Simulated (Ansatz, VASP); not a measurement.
# Cross-check of SiCl3 between VASP and Ansatz, part 2 of 2

One calculation is typed for both programs; each brings its own data sets. How far apart do they land? The cell is generated by rule, not measured, and may not be a known phase. The cell is taken from a series of runs on this material, whose earlier steps may have relaxed, scaled, displaced or heated it; both programs get it as it stands.

VASP 6.6.1 and Ansatz 0.2.0.

So far: The starting structure; Ansatz: zone-centre phonons, PBE.

## 3. VASP: zone-centre phonons, PBE

Level of this step: PBE; plane waves and PAW (Si, Cl); invented cell (VASP).

The same cell, functional, mesh and smearing now go to VASP, with its own data sets.

Lines of VASP's logs that name or quote its potential files are left out, and so is its time.

Input file INCAR:

```
SYSTEM = SiCl3
PREC = Accurate
ENCUT = 500
EDIFF = 1E-08
NELM = 120
ISMEAR = 1
SIGMA = 0.2
LREAL = .FALSE.
ALGO = Normal
GGA = PE
NBANDS = 18
LORBIT = 11
LWAVE = .FALSE.
LCHARG = .FALSE.
ISIF = 2
IBRION = 8
LASPH = .TRUE.
GGA_COMPAT = .FALSE.
KPAR = 2
```

Input file POSCAR:

```
SiCl3
1.0
    4.7349396865      0.0000000000      0.0000000000
    0.0000000000      4.7349396865      0.0000000000
    0.0000000000      0.0000000000      4.7349396865
Si Cl
1 3
Direct
    0.0000000000      0.0000000000      0.0000000000
    0.5000000000      0.0000000000      0.0000000000
    0.0000000000      0.0000000000      0.5000000000
    0.0000000000      0.5000000000      0.0000000000
```

Input file KPOINTS:

```
Automatic mesh
0
Gamma
10 10 10
0 0 0
```

Potentials, in the order of the species: Si and Cl (PBE family, release 64).

Launch:

```console
$ mpirun -np 2 vasp_std
```

Numbers of over 12 decimals in the logs are rounded to 6 here.

The log of the run:

```text
[banner, memory and clock lines left out]
running    2 mpi-ranks, on    1 nodes
 distrk:  each k-point on    1 cores,    2 groups
 distr:  one band on    1 cores,    1 groups

 POSCAR found type information on POSCAR SiCl
 POSCAR found :  2 types and       4 ions
 LDA part: xc-table for (Slater+PW92), standard interpolation
 POSCAR, INCAR and KPOINTS ok, starting setup
 FFT: planning ... GRIDC
 FFT: planning ... GRID_SOFT
 FFT: planning ... GRID
 WAVECAR not read
 entering main loop
       N       E                     dE             d eps       ncg     rms          rms(c)
DAV:   1     0.155123257931E+03    0.15512E+03   -0.10401E+04  2016   0.109E+03
DAV:   2    -0.133414087902E+01   -0.15646E+03   -0.15336E+03  2732   0.212E+02
DAV:   3    -0.136896884592E+02   -0.12356E+02   -0.12269E+02  2384   0.692E+01
DAV:   4    -0.138822752856E+02   -0.19259E+00   -0.19244E+00  2938   0.988E+00
DAV:   5    -0.138859840102E+02   -0.37087E-02   -0.37083E-02  2764   0.132E+00    0.999E+00
DAV:   6    -0.133939315448E+02    0.49205E+00   -0.83385E-01  2394   0.482E+00    0.624E+00
DAV:   7    -0.133546446998E+02    0.39287E-01   -0.31766E-01  2656   0.301E+00    0.193E+00
DAV:   8    -0.133531632908E+02    0.14814E-02   -0.41978E-02  2548   0.122E+00    0.238E-01
DAV:   9    -0.133531317686E+02    0.31522E-04   -0.19501E-03  2798   0.292E-01    0.990E-02
DAV:  10    -0.133531732954E+02   -0.41527E-04   -0.12846E-04  2548   0.791E-02    0.384E-02
DAV:  11    -0.133531832486E+02   -0.99532E-05   -0.33635E-05  2560   0.351E-02    0.944E-03
DAV:  12    -0.133531823593E+02    0.88936E-06   -0.68264E-06  2580   0.154E-02    0.266E-03
DAV:  13    -0.133531824538E+02   -0.94501E-07   -0.50424E-07  2670   0.477E-03    0.122E-03
DAV:  14    -0.133531824889E+02   -0.35140E-07   -0.12975E-08  2718   0.760E-04    0.634E-04
DAV:  15    -0.133531825096E+02   -0.20716E-07   -0.43055E-09  1612   0.449E-04    0.205E-04
DAV:  16    -0.133531825039E+02    0.57607E-08   -0.75452E-10  1338   0.166E-04
   1 F= -.13353183E+02 E0= -.13354294E+02  d E =0.333465E-02
 Linear response reoptimize wavefunctions to high precision
DAV:   1    -0.133531824995E+02    0.43572E-08   -0.20037E-10  1462   0.950E-05
DAV:   2    -0.133531824996E+02   -0.47294E-10   -0.41814E-11  1308   0.442E-05
 Linear response DOF=           3
 Linear response progress:
  Degree of freedom:   1/  3
       N       E                     dE             d eps       ncg     rms          rms(c)
RMM:   1    -0.202196871065E-01   -0.20220E-01    0.28332E-02 10351   0.853E-01
RMM:   2    -0.199994623833E-01    0.22022E-03   -0.83419E-04  7707   0.185E-01    0.233E-01
RMM:   3    -0.198567558581E-01    0.14271E-03   -0.12278E-04  7783   0.545E-02    0.136E-01
RMM:   4    -0.197700051171E-01    0.86751E-04   -0.85384E-05  7700   0.494E-02    0.191E-02
RMM:   5    -0.197335562632E-01    0.36449E-04   -0.12710E-05  7852   0.169E-02    0.197E-03
RMM:   6    -0.197380924047E-01   -0.45361E-05   -0.29184E-07  7940   0.364E-03    0.115E-03
RMM:   7    -0.197381067651E-01   -0.14360E-07   -0.46879E-08  7887   0.156E-03    0.347E-04
RMM:   8    -0.197367486119E-01    0.13582E-05   -0.17045E-08  7871   0.684E-04    0.196E-04
RMM:   9    -0.197369887655E-01   -0.24015E-06    0.16851E-09  8042   0.369E-04    0.497E-05
RMM:  10    -0.197369807825E-01    0.79830E-08    0.55805E-09  8322   0.149E-04    0.271E-05
 first order change of Fermi-energy  -0.14730E-03
 force on displaced ion       1 direction 1 :   5.211   0.000   0.000
 Linear response progress:
  Degree of freedom:   2/  3
       N       E                     dE             d eps       ncg     rms          rms(c)
RMM:   1    -0.202831805407E+00   -0.20283E+00    0.59896E-02  9335   0.267E+00
RMM:   2    -0.201253430842E+00    0.15784E-02   -0.43447E-03  7218   0.406E-01    0.267E-01
RMM:   3    -0.202129211124E+00   -0.87578E-03   -0.88500E-04  6961   0.130E-01    0.136E-01
RMM:   4    -0.202811029948E+00   -0.68182E-03   -0.28750E-04  7431   0.688E-02    0.363E-02
RMM:   5    -0.202716127313E+00    0.94903E-04   -0.28249E-05  7575   0.260E-02    0.472E-03
RMM:   6    -0.202776987515E+00   -0.60860E-04   -0.21927E-06  7339   0.687E-03    0.261E-03
RMM:   7    -0.202792137844E+00   -0.15150E-04   -0.34011E-07  8073   0.324E-03    0.788E-04
RMM:   8    -0.202790655557E+00    0.14823E-05    0.12293E-08  8074   0.765E-04    0.509E-04
RMM:   9    -0.202786818435E+00    0.38371E-05   -0.17535E-08  8063   0.103E-03    0.719E-04
RMM:  10    -0.202786932400E+00   -0.11396E-06    0.14704E-08  8292   0.361E-04    0.236E-04
RMM:  11    -0.202787048073E+00   -0.11567E-06    0.12611E-07  8515   0.212E-04    0.112E-04
RMM:  12    -0.202787282616E+00   -0.23454E-06    0.69058E-08  8587   0.233E-04    0.485E-05
RMM:  13    -0.202787231117E+00    0.51499E-07    0.14507E-07  8914   0.206E-04    0.233E-05
RMM:  14    -0.202787222783E+00    0.83340E-08    0.58276E-08  9306   0.198E-04    0.723E-06
 first order change of Fermi-energy   0.39431E-03
 force on displaced ion       2 direction 1 :  -0.807  -0.000  -0.000
 Linear response progress:
  Degree of freedom:   3/  3
       N       E                     dE             d eps       ncg     rms          rms(c)
RMM:   1    -0.202163669111E+00   -0.20216E+00   -0.11960E-02 15643   0.249E+00
RMM:   2    -0.200945313810E+00    0.12184E-02   -0.29402E-03 12725   0.327E-01    0.744E-02
RMM:   3    -0.201168529321E+00   -0.22322E-03   -0.72022E-05 13458   0.550E-02    0.454E-02
RMM:   4    -0.201558086371E+00   -0.38956E-03   -0.15373E-05 13346   0.209E-02    0.390E-03
RMM:   5    -0.201551196304E+00    0.68901E-05   -0.38249E-07 13890   0.329E-03    0.265E-03
RMM:   6    -0.201532884157E+00    0.18312E-04   -0.22395E-07 13413   0.210E-03    0.448E-04
RMM:   7    -0.201538101766E+00   -0.52176E-05   -0.62997E-08 13094   0.772E-04    0.200E-04
RMM:   8    -0.201538704841E+00   -0.60308E-06   -0.49836E-08 13864   0.452E-04    0.472E-05
RMM:   9    -0.201538780017E+00   -0.75176E-07   -0.24078E-08 14293   0.263E-04    0.297E-05
RMM:  10    -0.201539145422E+00   -0.36540E-06    0.12262E-08 14040   0.249E-04    0.830E-06
RMM:  11    -0.201539054714E+00    0.90708E-07    0.13843E-07 15077   0.228E-04    0.374E-06
RMM:  12    -0.201539057742E+00   -0.30278E-08   -0.21298E-07 15096   0.222E-04    0.190E-06
RMM:  13    -0.201539047117E+00    0.10624E-07   -0.11012E-07 15101   0.221E-04    0.817E-07
RMM:  14    -0.201539048204E+00   -0.10863E-08   -0.14779E-07 14190   0.220E-04    0.132E-07
RMM:  15    -0.201539048814E+00   -0.61004E-09   -0.10177E-07 14269   0.220E-04    0.642E-08
 first order change of Fermi-energy   0.19541E-03
 force on displaced ion       2 direction 2 :   0.000  -1.213   0.000
 Linear response finished
```

From OUTCAR (step 3):

```text
ion  position               nearest neighbor table
   1  0.000  0.000  0.000-   2 2.37   3 2.37   4 2.37   3 2.37   4 2.37   2 2.37
   2  0.500  0.000  0.000-   1 2.37   1 2.37
   3  0.000  0.000  0.500-   1 2.37   1 2.37
   4  0.000  0.500  0.000-   1 2.37   1 2.37

  LATTYP: Found a simple cubic cell.
 ALAT       =     4.7349396865

 Subroutine GETGRP returns: Found 48 space group operations
 (whereof 48 operations were pure point group operations)

The static configuration has the point symmetry O_h .

 Found     56 irreducible k-points:

   k-points           NKPTS =     56   k-points in BZ     NKDIM =     56   number of bands    NBANDS=     18

   dimension x,y,z NGX =    36 NGY =   36 NGZ =   36
   dimension x,y,z NGXF=    72 NGYF=   72 NGZF=   72

   ENCUT  =  500.0 eV  36.75 Ry    6.06 a.u.   8.63  8.63  8.63*2*pi/ulx,y,z

   NELECT =      25.0000    total number of electrons

 k-points in reciprocal lattice and weights: Automatic mesh
   0.00000000  0.00000000  0.00000000       0.001
   0.10000000  0.00000000  0.00000000       0.006
   0.20000000  0.00000000  0.00000000       0.006
   0.30000000  0.00000000  0.00000000       0.006
   0.40000000  0.00000000  0.00000000       0.006
   0.50000000  0.00000000  0.00000000       0.003
   0.10000000  0.10000000  0.00000000       0.012
   0.20000000  0.10000000  0.00000000       0.024
   0.30000000  0.10000000  0.00000000       0.024
[...]
0.50000000  0.50000000  0.40000000       0.006
   0.50000000  0.50000000  0.50000000       0.001

 average (electrostatic) potential at core
       1 -89.7460       2 -94.1543       3 -94.1543       4 -94.1543

  Total       -0.0639701     -0.0639701     -0.0639701     -0.0000000      0.0000000     -0.0000000
  in kB       -0.9654824     -0.9654824     -0.9654824     -0.0000000      0.0000000     -0.0000000
  external PRESSURE =      -0.9654824 kB  Pullay stress =       0.0000000 kB

  energy-cutoff  :      500.00
  volume of cell :      106.16
      direct lattice vectors                 reciprocal lattice vectors
     4.734939686  0.000000000  0.000000000     0.211195932  0.000000000  0.000000000
     0.000000000  4.734939686  0.000000000     0.000000000  0.211195932  0.000000000
     0.000000000  0.000000000  4.734939686     0.000000000  0.000000000  0.211195932

 POSITION                                       TOTAL-FORCE (eV/Angst)
 -----------------------------------------------------------------------------------
      0.00000      0.00000      0.00000         0.000000      0.000000      0.000000
      2.36747      0.00000      0.00000         0.000000      0.000000      0.000000
      0.00000      0.00000      2.36747         0.000000      0.000000      0.000000
      0.00000      2.36747      0.00000         0.000000      0.000000      0.000000
 -----------------------------------------------------------------------------------
    total drift:                                0.000000      0.000000     -0.000000

 Eigenvectors and eigenvalues of the dynamical matrix
 ----------------------------------------------------

   1 f  =    5.626150 THz    35.350141 2PiTHz  187.668151 cm-1    23.267875 meV
             X         Y         Z           dx          dy          dz
      0.000000  0.000000  0.000000     0.022018    0.037167   -0.189443
      2.367470  0.000000  0.000000     0.083797   -0.087173    0.444330
      0.000000  0.000000  2.367470    -0.051642   -0.087173   -0.720988
      0.000000  2.367470  0.000000    -0.051642    0.141451    0.444330

   2 f  =    5.626150 THz    35.350141 2PiTHz  187.668151 cm-1    23.267875 meV
             X         Y         Z           dx          dy          dz
      0.000000  0.000000  0.000000     0.093803    0.164590    0.043193
      2.367470  0.000000  0.000000     0.357000   -0.386040   -0.101308
      0.000000  0.000000  2.367470    -0.220012   -0.386040    0.164387
      0.000000  2.367470  0.000000    -0.220012    0.626404   -0.101308

   3 f  =    5.626150 THz    35.350141 2PiTHz  187.668151 cm-1    23.267875 meV
             X         Y         Z           dx          dy          dz
      0.000000  0.000000  0.000000    -0.168733    0.096350   -0.000708
      2.367470  0.000000  0.000000    -0.642170   -0.225986    0.001661
      0.000000  0.000000  2.367470     0.395757   -0.225986   -0.002695
      0.000000  2.367470  0.000000     0.395757    0.366693    0.001661

   4 f  =    2.662901 THz    16.731498 2PiTHz   88.824803 cm-1    11.012867 meV
             X         Y         Z           dx          dy          dz
      0.000000  0.000000  0.000000    -0.000000    0.000000   -0.000000
      2.367470  0.000000  0.000000    -0.000000   -0.001182    0.707103
      0.000000  0.000000  2.367470    -0.002036    0.001182   -0.000000
      0.000000  2.367470  0.000000     0.002036    0.000000   -0.707103

   5 f  =    2.662901 THz    16.731498 2PiTHz   88.824803 cm-1    11.012867 meV
             X         Y         Z           dx          dy          dz
      0.000000  0.000000  0.000000    -0.000000    0.000000   -0.000000
      2.367470  0.000000  0.000000    -0.000000    0.705637    0.001311
      0.000000  0.000000  2.367470     0.045553   -0.705637   -0.000000
      0.000000  2.367470  0.000000    -0.045553    0.000000   -0.001311

   6 f  =    2.662901 THz    16.731498 2PiTHz   88.824803 cm-1    11.012867 meV
             X         Y         Z           dx          dy          dz
      0.000000  0.000000  0.000000     0.000000    0.000000    0.000000
      2.367470  0.000000  0.000000     0.000000    0.045557   -0.001955
      0.000000  0.000000  2.367470    -0.705635   -0.045557    0.000000
      0.000000  2.367470  0.000000     0.705635    0.000000    0.001955

   7 f  =    0.002832 THz     0.017795 2PiTHz    0.094471 cm-1     0.011713 meV
             X         Y         Z           dx          dy          dz
      0.000000  0.000000  0.000000     0.366346    0.246474    0.119380
      2.367470  0.000000  0.000000     0.410828    0.276792    0.134064
      0.000000  0.000000  2.367470     0.411410    0.276792    0.133875
      0.000000  2.367470  0.000000     0.411410    0.276401    0.134064

   8 f  =    0.002832 THz     0.017795 2PiTHz    0.094471 cm-1     0.011713 meV
             X         Y         Z           dx          dy          dz
      0.000000  0.000000  0.000000    -0.099194   -0.066424    0.441541
      2.367470  0.000000  0.000000    -0.111238   -0.074595    0.495855
      0.000000  0.000000  2.367470    -0.111396   -0.074595    0.495153
      0.000000  2.367470  0.000000    -0.111396   -0.074489    0.495855

   9 f  =    0.002832 THz     0.017795 2PiTHz    0.094471 cm-1     0.011713 meV
             X         Y         Z           dx          dy          dz
      0.000000  0.000000  0.000000    -0.255268    0.379538   -0.000251
      2.367470  0.000000  0.000000    -0.286262    0.426224   -0.000281
      0.000000  0.000000  2.367470    -0.286667    0.426224   -0.000281
      0.000000  2.367470  0.000000    -0.286667    0.425621   -0.000281

  10 f/i=    7.861768 THz    49.396946 2PiTHz  262.240355 cm-1    32.513646 meV
             X         Y         Z           dx          dy          dz
      0.000000  0.000000  0.000000    -0.000000    0.000000   -0.867776
      2.367470  0.000000  0.000000     0.000000   -0.000000    0.168699
      0.000000  0.000000  2.367470     0.000000   -0.000000    0.435943
      0.000000  2.367470  0.000000     0.000000   -0.000000    0.168699

  11 f/i=    7.861768 THz    49.396946 2PiTHz  262.240355 cm-1    32.513646 meV
             X         Y         Z           dx          dy          dz
      0.000000  0.000000  0.000000    -0.222361    0.838803    0.000000
      2.367470  0.000000  0.000000     0.111707   -0.163066   -0.000000
      0.000000  0.000000  2.367470     0.043228   -0.163066   -0.000000
      0.000000  2.367470  0.000000     0.043228   -0.421388   -0.000000

  12 f/i=    7.861768 THz    49.396946 2PiTHz  262.240355 cm-1    32.513646 meV
             X         Y         Z           dx          dy          dz
      0.000000  0.000000  0.000000    -0.838803   -0.222361   -0.000000
      2.367470  0.000000  0.000000     0.421388    0.043228    0.000000
      0.000000  0.000000  2.367470     0.163066    0.043228    0.000000
      0.000000  2.367470  0.000000     0.163066    0.111707   -0.000000

 ELASTIC MODULI CONTR FROM IONIC RELAXATION (kBar)
 Direction    XX          YY          ZZ          XY          YZ          ZX
 --------------------------------------------------------------------------------
 XX           0.0000      0.0000      0.0000      0.0000      0.0000      0.0000
 YY           0.0000      0.0000      0.0000      0.0000      0.0000      0.0000
 ZZ           0.0000      0.0000      0.0000      0.0000      0.0000      0.0000
 XY           0.0000      0.0000      0.0000      0.0000      0.0000      0.0000
 YZ           0.0000      0.0000      0.0000      0.0000      0.0000      0.0000
 ZX           0.0000      0.0000      0.0000      0.0000      0.0000      0.0000
 --------------------------------------------------------------------------------
```

## 4. Comparison

Known differences besides the potentials themselves: the cutoff is 789.13 eV in Ansatz and 500 eV in VASP. Total energies have different zeros and are not compared.

Both answers:

| quantity | Ansatz | VASP | difference |
| --- | --- | --- | --- |
| optical mode 1 to 3 (imaginary, printed as negative) (cm⁻¹) | -258.2 | -262.2 | +4.0 |
| optical mode 4 to 6 (cm⁻¹) | 89.3 | 88.8 | +0.52 % |
| optical mode 7 to 9 (cm⁻¹) | 188.4 | 187.7 | +0.40 % |

Modes are paired by rising frequency, not by their patterns, so a pair may set unlike modes beside each other; they are those without the splitting of longitudinal modes.

## 5. Summary of results

| Quantity | Value |
| --- | --- |
| r.m.s. difference of the optical zone-centre modes, each program's sorted by frequency (zone-centre phonons, PBE) | 2.4 cm⁻¹ |
| difference in optical mode 4 to 6 (zone-centre phonons, PBE) | +0.5 % |

What this shows: The r.m.s. difference of the optical zone-centre modes, each program's sorted by frequency is 2.4 cm⁻¹ (zone-centre phonons, PBE). Among the rows given in per cent, the largest difference of the zone-centre phonons, PBE pair is in optical mode 4 to 6, +0.5 %. Such differences can come from data sets, numerical settings and the points named under the comparisons, not from the functional's error against experiment.

[Lines on the potential files, build, host, timing and source positions are cut from VASP's logs without a mark.]

[Logs are printed without paths, hosts, clocks, repeated set-up lines and the standing remarks that a program may print on its own settings, such as how far it seeks lower states.]

[Hosts, paths, dates, database ids (printed as entryN), source tags and the programs' standing remarks are cut or masked in the printed files.]
